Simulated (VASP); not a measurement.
# From one sheet to two: 1T-PtS2 monolayer, part 2 of 6

Aim: relax 1T-PtS2 monolayer, place its levels against the vacuum, then find how two sheets stack and bind.

VASP 6.6.1, plane waves and PAW; the level of theory is named at each step.

So far. Step 2 (Relaxing the monolayer): The run ended after 5 ionic steps, 0.061 eV below its first step, once forces and stress met EDIFFG = -0.015.

## Step 3: A second relaxation

Level of this step: optB86b-vdW; plane waves and PAW (Pt, S) (VASP).

The plane waves were chosen for the start cell, so the relaxation is repeated from its end.

File INCAR:

```
SYSTEM = PtS2
PREC = Normal
ENCUT = 350
EDIFF = 1E-06
NELM = 120
ISMEAR = 0
SIGMA = 0.03
LREAL = .FALSE.
ALGO = Normal
GGA = MK
AGGAC = 0
LUSE_VDW = .TRUE.
PARAM1 = 0.1234
PARAM2 = 1
LASPH = .TRUE.
NBANDS = 17
LORBIT = 11
LWAVE = .FALSE.
LCHARG = .FALSE.
KPAR = 4
IBRION = 2
NSW = 30
ISIF = 3
EDIFFG = -0.015
POTIM = 0.4
IDIPOL = 3
LDIPOL = .TRUE.
DIPOL = 0.5 0.5 0.5
LATTICE_CONSTRAINTS = .TRUE. .TRUE. .FALSE.
```

File POSCAR:

```
PtS2
1.0
    3.5376312987      0.0000000000      0.0000000000
   -1.7688156493      3.0636785739      0.0000000000
    0.0000000000      0.0000000000     22.0000000000
Pt S
1 2
Direct
    0.0000000000      0.0000000000      0.5000000000
    0.3333333333      0.6666666667      0.4431445006
    0.6666666667      0.3333333333      0.5568554994
```

File KPOINTS:

```
Automatic mesh
0
Gamma
12 12 1
0 0 0
```

The projector-augmented-wave data sets are Pt and S (PBE family, release 64).

Launch:

```sh
$ mpirun -np 4 vasp_std
```

Log:

```text
[banner, memory and clock lines left out]
running    4 mpi-ranks, on    1 nodes
 distrk:  each k-point on    1 cores,    4 groups
 distr:  one band on    1 cores,    1 groups

 POSCAR found type information on POSCAR PtS
 POSCAR found :  2 types and       3 ions
 [... a notice as in an earlier step ...]

 [... a notice as in an earlier step ...]

 LDA part: xc-table for (Slater+PW92), standard interpolation
 POSCAR, INCAR and KPOINTS ok, starting setup
 FFT: planning ... GRIDC
 FFT: planning ... GRID_SOFT
 FFT: planning ... GRID
 WAVECAR not read
 entering main loop
       N       E                     dE             d eps       ncg     rms          rms(c)
DAV:   1     0.154027721785E+03    0.15403E+03   -0.63719E+03   646   0.706E+02
DAV:   2     0.354897236411E+01   -0.15048E+03   -0.14172E+03   968   0.160E+02
DAV:   3    -0.110757466688E+02   -0.14625E+02   -0.14518E+02   831   0.633E+01
DAV:   4    -0.113111313242E+02   -0.23538E+00   -0.23511E+00   855   0.948E+00
DAV:   5    -0.113171987784E+02   -0.60675E-02   -0.60666E-02   897   0.144E+00    0.172E+01
DAV:   6    -0.102186929284E+02    0.10985E+01   -0.73983E+00   794   0.252E+01    0.112E+01
DAV:   7    -0.100365411337E+02    0.18215E+00   -0.20199E+00   737   0.140E+01    0.453E+00
DAV:   8    -0.998061481256E+01    0.55926E-01   -0.14310E-01   810   0.369E+00    0.100E+00
DAV:   9    -0.997588823727E+01    0.47266E-02   -0.31202E-02   877   0.153E+00    0.262E-01
DAV:  10    -0.997619434239E+01   -0.30611E-03   -0.20547E-03   786   0.311E-01    0.274E-01
DAV:  11    -0.997618535398E+01    0.89884E-05   -0.51363E-05   821   0.587E-02    0.266E-01
DAV:  12    -0.997879066909E+01   -0.26053E-02   -0.83168E-03   776   0.440E-01    0.124E+00
DAV:  13    -0.997738348703E+01    0.14072E-02   -0.24314E-02   799   0.738E-01    0.808E-01
DAV:  14    -0.997660420476E+01    0.77928E-03   -0.19130E-03   755   0.236E-01    0.269E-01
DAV:  15    -0.997658127820E+01    0.22927E-04   -0.80396E-05   817   0.486E-02    0.181E-01
DAV:  16    -0.997660942480E+01   -0.28147E-04   -0.13863E-04   747   0.573E-02    0.367E-02
DAV:  17    -0.997666488848E+01   -0.55464E-04   -0.22068E-05   856   0.235E-02    0.112E-02
DAV:  18    -0.997669405674E+01   -0.29168E-04   -0.29173E-06   692   0.718E-03    0.104E-02
DAV:  19    -0.997676468613E+01   -0.70629E-04   -0.19440E-05   747   0.137E-02    0.157E-02
DAV:  20    -0.997679781126E+01   -0.33125E-04   -0.92369E-06   750   0.930E-03    0.470E-03
DAV:  21    -0.997680799752E+01   -0.10186E-04   -0.21927E-06   684   0.578E-03    0.531E-03
DAV:  22    -0.997681199474E+01   -0.39972E-05   -0.37269E-07   633   0.234E-03    0.320E-03
DAV:  23    -0.997681356165E+01   -0.15669E-05   -0.20958E-07   651   0.214E-03    0.166E-03
DAV:  24    -0.997681416968E+01   -0.60803E-06   -0.24062E-08   670   0.761E-04
   1 F= -.99768142E+01 E0= -.99768142E+01  d E =-.997681E+01
 curvature:   0.00 expect dE= 0.000E+00 dE for cont linesearch  0.000E+00
 trial: gam= 0.00000 g(F)=  0.249E-07 g(S)=  0.303E-05 ort = 0.000E+00 (trialstep = 0.100E+01)
 search vector abs. value=  0.306E-05
 reached required accuracy - stopping structural energy minimisation
```

Elapsed: 48 s, on 4 MPI ranks of Intel Xeon Platinum 8488C (Sapphire Rapids), shared host; peak memory 1.5 GiB; 3.2 min of CPU time.

Parts of OUTCAR (step 3):

```text
  LATTYP: Found a hexagonal cell.
 ALAT       =     3.5376312987
 C/A-ratio  =     6.2188504517

The static configuration has the point symmetry D_3d.

 Found     19 irreducible k-points:

   ENCUT  =  350.0 eV  25.72 Ry    5.07 a.u.   5.40  5.40 33.56*2*pi/ulx,y,z

   NELECT =      22.0000    total number of electrons

 E-fermi :  -3.5099

 k-point     1 :       0.0000    0.0000    0.0000
  band No.  band energies     occupation
    ...
      7      -6.5210      2.00000
      8      -4.5152      2.00000
      9      -4.3951      2.00000
     10      -3.8691      2.00000
     11      -3.8691      2.00000
     12      -0.4422      0.00000
     13      -0.4422      0.00000
     14       1.4297      0.00000
     15       1.8013      0.00000
     16       2.4944      0.00000
    ...

 k-point     2 :       0.0833   -0.0000    0.0000
  band No.  band energies     occupation
    ...
      7      -6.5915      2.00000
      8      -4.8736      2.00000
      9      -4.2608      2.00000
     10      -3.8259      2.00000
     11      -3.7334      2.00000
     12      -0.8666      0.00000
     13      -0.5577      0.00000
     14       1.6144      0.00000
     15       1.9211      0.00000
     16       2.6249      0.00000
    ...

Total vdW correction in eV:      3.5428193

  Total        0.0108571      0.0108571     -0.0890107      0.0000000      0.0000000     -0.0000000
  in kB        0.0729532      0.0729532     -0.5981010      0.0000000      0.0000000     -0.0000000
  external PRESSURE =      -0.1507315 kB  Pullay stress =       0.0000000 kB

  energy-cutoff  :      350.00
  volume of cell :      238.44
      direct lattice vectors                 reciprocal lattice vectors
     3.537631299  0.000000000  0.000000000     0.282675021  0.163202499  0.000000000
    -1.768815649  3.063678574  0.000000000     0.000000000  0.326404998  0.000000000
     0.000000000  0.000000000 22.000000000     0.000000000  0.000000000  0.045454545

 POSITION                                       TOTAL-FORCE (eV/Angst)
 -----------------------------------------------------------------------------------
      0.00000      0.00000     11.00000         0.000000      0.000000      0.000000
     -0.00000      2.04245      9.74918         0.000000      0.000000      0.000568
      1.76882      1.02123     12.25082        -0.000000      0.000000     -0.000568
 -----------------------------------------------------------------------------------
    total drift:                               -0.000000      0.000000      0.000000

  FREE ENERGIE OF THE ION-ELECTRON SYSTEM (eV)
  ---------------------------------------------------
  free  energy   TOTEN  =        -9.9768141697 eV

  energy  without entropy=       -9.9768141697  energy(sigma->0) =       -9.97681417

Total vdW correction in eV:      3.5428243

 vacuum level on the upper side and lower side of the slab         2.032         2.032

 total charge
# of ion       s       p       d       tot
------------------------------------------
    1        0.688   0.768   7.972   9.429
    2        1.361   2.273   0.000   3.634
    3        1.361   2.273   0.000   3.634
--------------------------------------------------
tot          3.410   5.315   7.972  16.697

[... 5 parts as in an earlier step ...]

[... 7 further parts left out ...]
```

Little changed from the start: no atom moved by 0.005 Å and no cell edge by 0.1 %.

This step gave:

* electronic cycles: 24
* free energy (TOTEN): -9.977 eV
* Fermi energy: -3.510 eV

The start already met the threshold, so nothing moved.

## Step 4: Vacuum level and density of states

A static run writes the electrostatic potential without exchange and correlation (LVHAR), which is flat in the vacuum and gives the level to count from. The dipole correction cancels the field that unlike faces would set up across the vacuum.

File INCAR:

```
SYSTEM = PtS2
PREC = Normal
ENCUT = 350
EDIFF = 1E-06
NELM = 120
ISMEAR = 0
SIGMA = 0.03
LREAL = .FALSE.
ALGO = Fast
GGA = MK
AGGAC = 0
LUSE_VDW = .TRUE.
PARAM1 = 0.1234
PARAM2 = 1
LASPH = .TRUE.
NBANDS = 17
LORBIT = 11
LWAVE = .FALSE.
LCHARG = .TRUE.
IDIPOL = 3
LDIPOL = .TRUE.
DIPOL = 0.5 0.5 0.5
LVHAR = .TRUE.
LVACPOTAV = .TRUE.
NEDOS = 1500
LELF = .TRUE.
```

POSCAR is that of step 3.

KPOINTS is that of step 3.

File KPOINTS_OPT:

```
Line mode
14
Line-mode
Reciprocal
  0.00000000   0.00000000   0.00000000 GAMMA
  0.50000000   0.00000000   0.00000000 M

  0.50000000   0.00000000   0.00000000 M
  0.33333333   0.33333333   0.00000000 K

  0.33333333   0.33333333   0.00000000 K
  0.00000000   0.00000000   0.00000000 GAMMA
```

Launch:

```sh
$ mpirun -np 4 vasp_std
```

Log:

```text
[banner, memory and clock lines left out]
running    4 mpi-ranks, on    1 nodes
 distrk:  each k-point on    4 cores,    1 groups
 distr:  one band on    1 cores,    4 groups

 POSCAR found type information on POSCAR PtS
 POSCAR found :  2 types and       3 ions
 [... a notice as in an earlier step ...]

 [... a notice as in an earlier step ...]

 LDA part: xc-table for (Slater+PW92), standard interpolation
|                                                                             |
|           W    W    AA    RRRRR   N    N  II  N    N   GGGG   !!!           |
|           W    W   A  A   R    R  NN   N  II  NN   N  G    G  !!!           |
|           W    W  A    A  R    R  N N  N  II  N N  N  G       !!!           |
|           W WW W  AAAAAA  RRRRR   N  N N  II  N  N N  G  GGG   !            |
|           WW  WW  A    A  R   R   N   NN  II  N   NN  G    G                |
|           W    W  A    A  R    R  N    N  II  N    N   GGGG   !!!           |
|                                                                             |
|     The number of bands has been changed from the values supplied in        |
|     The orbitals not found in the WAVECAR file will be initialized with     |
|     random numbers, which is usually adequate. For correlated               |
|     calculations, however, you should redo the groundstate calculation.     |
|     I found NBANDS = 17. Now, NBANDS = 20.                                  |
|                                                                             |

 POSCAR, INCAR and KPOINTS ok, starting setup
 FFT: planning ... GRIDC
 FFT: planning ... GRID_SOFT
 FFT: planning ... GRID
 WAVECAR not read
 entering main loop
       N       E                     dE             d eps       ncg     rms          rms(c)
DAV:   1     0.145839045906E+03    0.14584E+03   -0.60998E+03   768   0.591E+02
DAV:   2     0.346427230912E+01   -0.14237E+03   -0.13176E+03  1044   0.146E+02
DAV:   3    -0.110228324486E+02   -0.14487E+02   -0.14338E+02   960   0.545E+01
DAV:   4    -0.113115744481E+02   -0.28874E+00   -0.28834E+00  1000   0.884E+00
DAV:   5    -0.113172123172E+02   -0.56379E-02   -0.56373E-02  1076   0.122E+00    0.172E+01
RMM:   6    -0.102018952779E+02    0.11153E+01   -0.61954E+00   824   0.121E+01    0.106E+01
RMM:   7    -0.100212582253E+02    0.18064E+00   -0.86920E-01   788   0.519E+00    0.439E+00
RMM:   8    -0.997408085980E+01    0.47177E-01   -0.93050E-02   858   0.180E+00    0.548E-01
RMM:   9    -0.997609346131E+01   -0.20126E-02   -0.35864E-02   923   0.879E-01    0.183E-01
RMM:  10    -0.997627319285E+01   -0.17973E-03   -0.41758E-03   983   0.386E-01    0.147E-01
RMM:  11    -0.997658224168E+01   -0.30905E-03   -0.14581E-03  1075   0.188E-01    0.112E-01
RMM:  12    -0.997661857217E+01   -0.36330E-04   -0.43937E-04   997   0.110E-01    0.574E-02
RMM:  13    -0.997664665143E+01   -0.28079E-04   -0.37341E-05  1020   0.350E-02    0.441E-02
RMM:  14    -0.997666010764E+01   -0.13456E-04   -0.10413E-05  1016   0.185E-02    0.236E-02
RMM:  15    -0.997670485645E+01   -0.44749E-04   -0.12781E-05  1014   0.157E-02    0.122E-02
RMM:  16    -0.997673009503E+01   -0.25239E-04   -0.49320E-06   855   0.861E-03    0.107E-02
RMM:  17    -0.997678757284E+01   -0.57478E-04   -0.12847E-05   912   0.105E-02    0.127E-02
RMM:  18    -0.997680322664E+01   -0.15654E-04   -0.40669E-06   879   0.591E-03    0.651E-03
RMM:  19    -0.997681009538E+01   -0.68687E-05   -0.12492E-06   844   0.364E-03    0.849E-04
RMM:  20    -0.997681331882E+01   -0.32234E-05   -0.69188E-07   770   0.225E-03    0.416E-04
RMM:  21    -0.997681382782E+01   -0.50900E-06   -0.10187E-07   600   0.121E-03
|                                                                             |
|           W    W    AA    RRRRR   N    N  II  N    N   GGGG   !!!           |
|           W    W   A  A   R    R  NN   N  II  NN   N  G    G  !!!           |
|           W    W  A    A  R    R  N N  N  II  N N  N  G       !!!           |
|           W WW W  AAAAAA  RRRRR   N  N N  II  N  N N  G  GGG   !            |
|           WW  WW  A    A  R   R   N   NN  II  N   NN  G    G                |
|           W    W  A    A  R    R  N    N  II  N    N   GGGG   !!!           |
|                                                                             |
|     Did not find any points to average over, which means that no vacuum     |
|     field-free region was found. Please increase the size of  your cell     |
|     in the dimension of the dipole correction to obtain accurate            |
|     workfunction values.                                                    |
|                                                                             |

   1 F= -.99768138E+01 E0= -.99768138E+01  d E =-.392463E-11
 Start KPOINTS_OPT (optional k-point list driver)
k-point batch [1-19\42]
       N       E                     dE             ncg
DAV:   1    -0.573563616377E+03   -0.76105E+04      776
DAV:   2    -0.322006509318E+04   -0.26465E+04     1004
DAV:   3    -0.347941532405E+04   -0.25935E+03      968
DAV:   4    -0.348400038381E+04   -0.45851E+01      984
DAV:   5    -0.348408773653E+04   -0.87353E-01     1080
DAV:   6    -0.348409017385E+04   -0.24373E-02     1012
DAV:   7    -0.348409027686E+04   -0.10301E-03     1116
DAV:   8    -0.348409028234E+04   -0.54839E-05      880
DAV:   9    -0.348409028257E+04   -0.23199E-06      636
[...]
k-point batch [39-42\42]
       N       E                     dE             ncg
DAV:   1     0.764148551470E+04   -0.31279E+03      168
DAV:   2     0.715255090074E+04   -0.48893E+03      208
DAV:   3     0.709344919703E+04   -0.59102E+02      212
DAV:   4     0.709246324209E+04   -0.98595E+00      208
DAV:   5     0.709244121628E+04   -0.22026E-01      220
DAV:   6     0.709244098773E+04   -0.22855E-03      216
DAV:   7     0.709244097999E+04   -0.77381E-05      228
DAV:   8     0.709244097993E+04   -0.64132E-07      168
```

Run time: 22 s. Hardware: 4 MPI ranks; peak memory 0.95 GiB.

OUTCAR, selected parts (step 4):

```text
The static configuration has the point symmetry D_3d.

 Found     19 irreducible k-points:

   k-points           NKPTS =     19   k-points in BZ     NKDIM =     19   number of bands    NBANDS=     20

   NELECT =      22.0000    total number of electrons

 E-fermi :  -3.5450

 k-point     1 :       0.0000    0.0000    0.0000
  band No.  band energies     occupation
    ...
      7      -6.5211      2.00000
      8      -4.5153      2.00000
      9      -4.3952      2.00000
     10      -3.8692      2.00000
     11      -3.8692      2.00000
     12      -0.4423      0.00000
     13      -0.4423      0.00000
     14       1.4315      0.00000
     15       1.8047      0.00000
     16       2.4936      0.00000
    ...

 k-point     2 :       0.0833   -0.0000    0.0000
  band No.  band energies     occupation
    ...
      7      -6.5917      2.00000
      8      -4.8737      2.00000
      9      -4.2609      2.00000
     10      -3.8260      2.00000
     11      -3.7335      2.00000
     12      -0.8667      0.00000
     13      -0.5578      0.00000
     14       1.6165      0.00000
     15       1.9247      0.00000
     16       2.6236      0.00000
    ...

Total vdW correction in eV:      3.5428276

  Total        0.0119055      0.0119055     -0.0874924      0.0000000      0.0000000     -0.0000000
  in kB        0.0799982      0.0799982     -0.5878984      0.0000000      0.0000000     -0.0000000
  external PRESSURE =      -0.1426340 kB  Pullay stress =       0.0000000 kB

 POSITION                                       TOTAL-FORCE (eV/Angst)
 -----------------------------------------------------------------------------------
      0.00000      0.00000     11.00000         0.000000      0.000000      0.000000
     -0.00000      2.04245      9.74918        -0.000000      0.000000      0.000381
      1.76882      1.02123     12.25082         0.000000     -0.000000     -0.000381
 -----------------------------------------------------------------------------------
    total drift:                               -0.000000      0.000000      0.000000

  FREE ENERGIE OF THE ION-ELECTRON SYSTEM (eV)
  ---------------------------------------------------
  free  energy   TOTEN  =        -9.9768138278 eV

  energy  without entropy=       -9.9768138278  energy(sigma->0) =       -9.97681383

Total vdW correction in eV:      3.5428251

 vacuum level on the upper side and lower side of the slab         2.831         2.831

[... 9 parts as in an earlier step ...]

[... 5 further parts left out ...]
```

Numbers from this step:

| Quantity | Value |
| --- | --- |
| electronic cycles | 21 |
| Fermi energy | -3.545 eV |
| least gap on mesh and path | 1.788 eV |
| least direct gap on mesh and path | 1.911 eV |
| vacuum levels | 2.831, 2.831 eV |
| ionisation potentials of the upper and lower face | 6.507, 6.507 eV |
| electron affinities of the upper and lower face | 4.719, 4.719 eV |

Electronic bands along the path, in eV, zero at the valence-band top; v1 is the highest filled band, c1 the lowest empty one:

```csv
point,v4,v3,v2,v1,c1,c2,c3,c4
Γ,-0.84,-0.72,-0.19,-0.19,3.23,3.23,5.10,5.47
0.46 of the way,-1.96,-0.33,-0.25,-0.12,1.79,2.81,6.09,6.26
M,-2.10,-1.89,-1.66,-1.42,2.88,3.01,5.49,6.76
0.46 of the way,-2.20,-2.17,-1.12,-0.77,2.36,2.70,6.12,7.68
K,-2.42,-2.27,-0.67,-0.67,2.17,2.17,6.83,8.88
0.46 of the way,-2.04,-0.96,-0.59,0.00,2.01,2.31,6.75,6.77
Γ,-0.84,-0.72,-0.19,-0.19,3.23,3.23,5.10,5.47
```

Of the projections kept (Pt, S), the largest for each band there; the rest of the weight can lie on other orbitals:

```csv
point,v4,v3,v2,v1,c1,c2,c3,c4
Γ,Pt 0.77,S 0.99,S 0.90,S 0.90,S 0.58,S 0.58,S 0.64,S 0.66
M,Pt 0.91,S 0.78,Pt 0.86,S 0.88,Pt 0.54,S 0.56,Pt 0.72,Pt 0.58
K,Pt 0.99,S 0.76,Pt 0.70,Pt 0.70,Pt 0.54,Pt 0.54,Pt 0.63,Pt 0.65
Γ,Pt 0.77,S 0.99,S 0.90,S 0.90,S 0.58,S 0.58,S 0.64,S 0.66
```

Zero at the Fermi level. Table of planar average of the electrostatic potential by height:

| height (Å) | planar average of the electrostatic potential (eV) |
| --- | --- |
| 0 | 6.38 |
| 1 | 6.38 |
| 2 | 6.38 |
| 3 | 6.38 |
| 4 | 6.38 |
| 5 | 6.38 |
| 6 | 6.38 |
| 7 | 6.36 |
| 8 | 6.16 |
| 9 | 2.11 |
| 10 | -10.3 |
| 11 | -12.4 |
| 12 | -10.3 |
| 13 | 2.11 |
| 14 | 6.16 |
| 15 | 6.36 |
| 16 | 6.38 |
| 17 | 6.38 |
| 18 | 6.38 |
| 19 | 6.38 |
| 20 | 6.38 |
| 21 | 6.38 |

Density of states in the PAW spheres, an atom over height of the layer and energy from the Fermi level.

Ten even steps from '0' (0.00 states/eV) to '9' (2.63 states/eV), each cell a mean:
```
000
010
454
131
252
121
191
181
010
050
171
171
030
141
181
292
020
010
000
000
000
000
```
Columns: height of the layer (Å) from 9.7 to 12.3; rows upwards: energy from the Fermi level (eV) from -7.9 to 0.5.

ELF in the ca plane at fractional y = 0.000, with atoms of Pt within 0.2 Å of it. It is the smooth field of the valence electrons, not physical close to the nuclei.

Values, 5 rows by 16 columns, each cell a mean:
```
0.00 0.00 0.00 0.00 0.00 0.01 0.05 0.25 0.15 0.25 0.16 0.02 0.01 0.00 0.00 0.00
0.00 0.00 0.00 0.00 0.04 0.08 0.35 0.52 0.32 0.41 0.50 0.22 0.06 0.00 0.00 0.00
0.00 0.00 0.00 0.02 0.03 0.15 0.55 0.66 0.28 0.45 0.67 0.38 0.06 0.03 0.00 0.00
0.00 0.00 0.00 0.00 0.01 0.03 0.22 0.40 0.31 0.36 0.36 0.13 0.07 0.00 0.00 0.00
0.00 0.00 0.00 0.00 0.00 0.00 0.03 0.26 0.13 0.24 0.14 0.01 0.00 0.00 0.00 0.00
```
Columns run along c (16.0 Å, from fractional 0.11 to 0.84 of the cell), rows up along a (3.5 Å). Atoms in or near the plane, at fractional coordinates: Pt at (0.50, 0.00).

Valence density in the ca plane at fractional y = 0.000, with atoms of Pt within 0.2 Å of it. It is the smooth field of the valence electrons, not physical close to the nuclei.

Ten steps, logarithmic in the rise over the least value, from '0' (0.0 e/Å³) to '9' (3.4 e/Å³), each cell a mean:
```
00000000000000000012358999853210000000000000
00000000000000000012356787653210000000000000
00000000000000000123455565554321000000000000
00000000000000000134555444555431000000000000
00000000000000000134555444555431000000000000
00000000000000000123455555554321000000000000
00000000000000000123456776654311000000000000
00000000000000000012357898753210000000000000
00000000000000000012368999863210000000000000
```
Columns run along c (16.0 Å, from fractional 0.11 to 0.84 of the cell), rows up along a (3.5 Å). Atoms in or near the plane, at fractional coordinates: Pt at (0.50, 0.00).

The map of layer states is cut here 0.5 eV above the Fermi level, so it leaves out the states above that.

The vacuum level lies 6.51 eV above the highest filled level at the upper face; both faces agree, as the slab has next to no dipole.

The program found no field-free point at its default tolerance, but its printed level agrees with the flat part of the planar average.

(Part 2 of 6 ends here.)

[Lines on the potential files, build, host, timing and source positions are cut from VASP's logs without a mark.]

[Logs are printed without paths, hosts, clocks, repeated set-up lines and the standing remarks that a program may print on its own settings, such as how far it seeks lower states.]

[Hosts, paths, dates, database ids (printed as entryN), source tags and the programs' standing remarks are cut or masked in the printed files.]

[Runs that stopped without an error message from VASP are left out.]
